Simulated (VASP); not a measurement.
Wanted: the native input for a VASP 6.6.1 run.

- Task: relaxation of cell and atoms
- Functional: PBE
- Potentials or basis: VASP PAW PBE potentials, release 64 (Cd, Se)
- Cutoff: 600 eV
- k mesh: 10 × 10 × 10
- Occupations: gaussian, width 0.02 eV
- Spin: no spin polarisation
- Dipole correction: no
- Further INCAR settings: ALGO = Normal; EDIFF = 1e-06; IBRION = 2; EDIFFG = -0.002; NSW = 100; ISIF = 3

The structure of CdSe lies in POSCAR:

```
CdSe
1.0
    0.0000000000      3.0500000000      3.0500000000
    3.0500000000      0.0000000000      3.0500000000
    3.0500000000      3.0500000000      0.0000000000
Cd Se
1 1
Direct
    0.0000000000      0.0000000000      0.0000000000
    0.2500000000      0.2500000000      0.2500000000
```

The cell was built by a generator and needn't be a form met in nature.

One way to write it, as run:

INCAR

```
ALGO     = Normal         # electronic algorithm
EDIFF    = 1E-6           # SCF threshold, eV
EDIFFG   = -0.002         # ionic threshold
ENCUT    = 600            # plane-wave cutoff, eV
GGA      = PE             # functional
IBRION   = 2              # ionic algorithm
ISIF     = 3              # what is computed and relaxed
ISMEAR   = 0              # smearing method
LASPH    = True           # aspherical terms in the spheres
LCHARG   = False          # write CHGCAR
LREAL    = False          # projectors in reciprocal space
LWAVE    = False          # write WAVECAR
NELM     = 100            # most SCF steps
NSW      = 100            # ionic steps
PREC     = Accurate       # precision mode
SIGMA    = 0.02           # smearing width, eV
```

KPOINTS

```
k-points
0
Gamma
  10 10 10
```

Potentials or basis: VASP PAW PBE potentials, release 64 (Cd, Se).

Command:

```sh
$ cat potpaw_PBE.64/Cd/POTCAR potpaw_PBE.64/Se/POTCAR > POTCAR
$ mpirun -np 1 vasp_std > vasp.out
```

Results of the run:

The relaxed volume is 29.86 Å³/atom and the relaxed cell is a = 4.388 Å, b = 4.388 Å, c = 4.388 Å, α = 60.00°, β = 60.00°, γ = 60.00°. The space group after relaxing (to 0.05 Å) is F-43m (No. 216). The energy gained by relaxing is 11.6 meV/atom, the ionic steps are 5 and the pressure after relaxing is 0.0 GPa. The band gap on the k mesh is 0.48 eV, direct.

Run time: 110 s on 1 thread of Intel(R) Xeon(R) Platinum 8488C (Sapphire Rapids), on a shared host, peak memory 0.24 GiB.
